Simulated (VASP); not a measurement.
Consider the following.

```
CELL_PARAMETERS angstrom
      0.00000     1.77910     1.76868
      1.75949     0.00000     1.76868
      1.75949     1.77910     0.00000
ATOMIC_POSITIONS crystal
  C  0.00000 0.00000 0.00000
  C  0.23658 0.26342 0.26342
```

Calculation: PBE GGA, VASP's PBE PAW potentials (set 64) (plane waves; VASP 6.6.1). Settings: PREC = Normal, 520 eV cut-off, 11×11×11 Γ-centred mesh, Gaussian smearing of 0.050 eV, potentials C.

Problem. What does the run give for the energy per atom (σ→0), pressure, largest force?

Solution. 
```
Item                           Result
---------------------  --------------
energy per atom (σ→0)  -9.063 eV/atom
pressure                   144.8 kbar
largest force              1.845 eV/Å
```

The absolute energy has meaning only against runs of the same code, potentials and settings.

The compound is C in the diamond structure. The cell was not relaxed at this level, atoms are displaced from their ideal sites. The run is one of a series of settings (PREC = Normal against the base run), some of them coarse on purpose.
